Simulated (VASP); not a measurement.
Output of a VASP run:

### OSZICAR
```
...
DAV:   5    -0.176669011114E+02   -0.17042E-01   -0.61468E-02  3672   0.144E+00    0.254E-01
DAV:   6    -0.176666814870E+02    0.21962E-03   -0.23690E-03  3312   0.411E-01    0.872E-02
DAV:   7    -0.176667447350E+02   -0.63248E-04   -0.13225E-04  3344   0.121E-01    0.868E-03
DAV:   8    -0.176667493404E+02   -0.46055E-05   -0.36143E-06  2960   0.166E-02    0.405E-03
DAV:   9    -0.176667519905E+02   -0.26501E-05   -0.26047E-06  2136   0.109E-02    0.181E-03
DAV:  10    -0.176667518606E+02    0.12993E-06   -0.24193E-07  1400   0.459E-03
   2 F= -.17666752E+02 E0= -.17666748E+02  d E =-.135634E-02
       N       E                     dE             d eps       ncg     rms          rms(c)
DAV:   1    -0.178586866642E+02   -0.19193E+00   -0.62727E+00  2744   0.268E+01    0.419E+00
DAV:   2    -0.177094073576E+02    0.14928E+00   -0.61308E-01  3008   0.735E+00    0.147E+00
DAV:   3    -0.176704820791E+02    0.38925E-01   -0.21498E-01  3544   0.362E+00    0.779E-01
DAV:   4    -0.176756947371E+02   -0.52127E-02   -0.20286E-02  3024   0.712E-01    0.333E-01
DAV:   5    -0.176797409508E+02   -0.40462E-02   -0.12226E-02  3672   0.653E-01    0.152E-01
DAV:   6    -0.176798142219E+02   -0.73271E-04   -0.57255E-04  2824   0.198E-01    0.347E-02
DAV:   7    -0.176798246869E+02   -0.10465E-04   -0.21064E-05  3816   0.405E-02    0.150E-02
DAV:   8    -0.176798257739E+02   -0.10870E-05   -0.50120E-06  2904   0.254E-02    0.314E-03
DAV:   9    -0.176798258262E+02   -0.52266E-07   -0.23302E-07  1464   0.375E-03
   3 F= -.17679826E+02 E0= -.17679650E+02  d E =-.144303E-01
       N       E                     dE             d eps       ncg     rms          rms(c)
DAV:   1    -0.176799068932E+02   -0.81119E-04   -0.28801E-03  2840   0.569E-01    0.921E-02
DAV:   2    -0.176798337027E+02    0.73191E-04   -0.26789E-04  3032   0.155E-01    0.304E-02
DAV:   3    -0.176798161244E+02    0.17578E-04   -0.97897E-05  3544   0.759E-02    0.170E-02
DAV:   4    -0.176798194485E+02   -0.33241E-05   -0.87266E-06  2576   0.145E-02    0.721E-03
DAV:   5    -0.176798226946E+02   -0.32462E-05   -0.60158E-06  2856   0.157E-02    0.270E-03
DAV:   6    -0.176798229215E+02   -0.22684E-06   -0.33339E-07  1328   0.583E-03
   4 F= -.17679823E+02 E0= -.17679651E+02  d E =-.144274E-01
       N       E                     dE             d eps       ncg     rms          rms(c)
DAV:   1    -0.176821677209E+02   -0.23450E-02   -0.12471E-01  2432   0.332E+00    0.251E-01
DAV:   2    -0.176806262660E+02    0.15415E-02   -0.38996E-03  2832   0.497E-01    0.116E-01
DAV:   3    -0.176802062229E+02    0.42004E-03   -0.16791E-03  3304   0.298E-01    0.197E-02
DAV:   4    -0.176802094756E+02   -0.32527E-05   -0.26412E-05  2904   0.489E-02    0.910E-03
DAV:   5    -0.176802102471E+02   -0.77148E-06   -0.16943E-06  2120   0.127E-02
   5 F= -.17680210E+02 E0= -.17680152E+02  d E =-.387326E-03
       N       E                     dE             d eps       ncg     rms          rms(c)
DAV:   1    -0.176821539430E+02   -0.19445E-02   -0.11557E-01  2432   0.320E+00    0.242E-01
DAV:   2    -0.176807186861E+02    0.14353E-02   -0.36272E-03  2832   0.478E-01    0.112E-01
DAV:   3    -0.176803265820E+02    0.39210E-03   -0.15709E-03  3280   0.287E-01    0.189E-02
DAV:   4    -0.176803296315E+02   -0.30495E-05   -0.24824E-05  2920   0.472E-02    0.879E-03
DAV:   5    -0.176803303843E+02   -0.75282E-06   -0.15655E-06  2056   0.122E-02
   6 F= -.17680330E+02 E0= -.17680392E+02  d E =-.507463E-03
```

OUTCAR:
```
------------------------ aborting loop because EDIFF is reached ----------------------------------------
  FORCE on cell =-STRESS in cart. coord.  units (eV):
  Direction    XX          YY          ZZ          XY          YZ          ZX
  --------------------------------------------------------------------------------------
  Total        0.0142895      0.0142895      0.0126345     -0.0000000     -0.0000000     -0.0000000
  in kB        0.5088384      0.5088384      0.4499023     -0.0000000     -0.0000000     -0.0000000
  external PRESSURE =       0.4891930 kB  Pullay stress =       0.0000000 kB
  volume of cell :       44.99
      direct lattice vectors                 reciprocal lattice vectors
     1.591702973 -2.756910369  0.000000000     0.314128960 -0.181362443  0.000000000
     1.591702973  2.756910369 -0.000000000     0.314128960  0.181362443  0.000000000
    -0.000000000 -0.000000000  5.126658943     0.000000000  0.000000000  0.195058811
 POSITION                                       TOTAL-FORCE (eV/Angst)
 -----------------------------------------------------------------------------------
      1.59170      0.91897      1.28166        -0.000000      0.000000     -0.000000
      1.59170     -0.91897      3.84499         0.000000     -0.000000      0.000000
 -----------------------------------------------------------------------------------
    total drift:                                0.000000      0.001122     -0.000019
  FREE ENERGIE OF THE ION-ELECTRON SYSTEM (eV)
  ---------------------------------------------------
  free  energy   TOTEN  =       -17.6803303843 eV

  energy  without entropy=      -17.6805156394  energy(sigma->0) =      -17.68039214

 reached required accuracy - stopping structural energy minimisation
```
(Selected blocks of OUTCAR.)

POSCAR:
```
Zr
1
    1.6150000000    -2.7972620000     0.0000000000
    1.6150000000     2.7972620000     0.0000000000
    0.0000000000     0.0000000000     5.1500000000
Zr
2
Direct
  0.3333330000   0.6666670000   0.2500000000
  0.6666670000   0.3333330000   0.7500000000
```

Q: Reconstruct the remaining input files.

A: This is not unique; one that fits is the input of the run itself, AM05 GGA, plane waves, VASP's PBE PAW potentials (set 64).

File KPOINTS:
```
K-points
0
G
12 12 7
```

**INCAR**
```
! general
SYSTEM  = Zr
PREC    = Accurate
ENCUT   = 520
LREAL   = F
LASPH   = T

! electronic loop
EDIFF   = 1E-6
NELM    = 100
ALGO    = Normal
LMAXMIX = 4

! smearing
ISMEAR  = 1
SIGMA   = 0.1

! functional
GGA     = AM

! ions
IBRION  = 2
NSW     = 60
ISIF    = 3
EDIFFG  = -0.01

! output
LWAVE   = F
LCHARG  = F
```

POTCAR, in this order: Zr_sv (PBE.64 set). Program: vasp_std.

Energy and stress use the plane-wave basis of the starting cell.

The compound is Zr in the hcp structure. This run relaxes it. Symmetry was kept, so distortions that lower it aren't found.
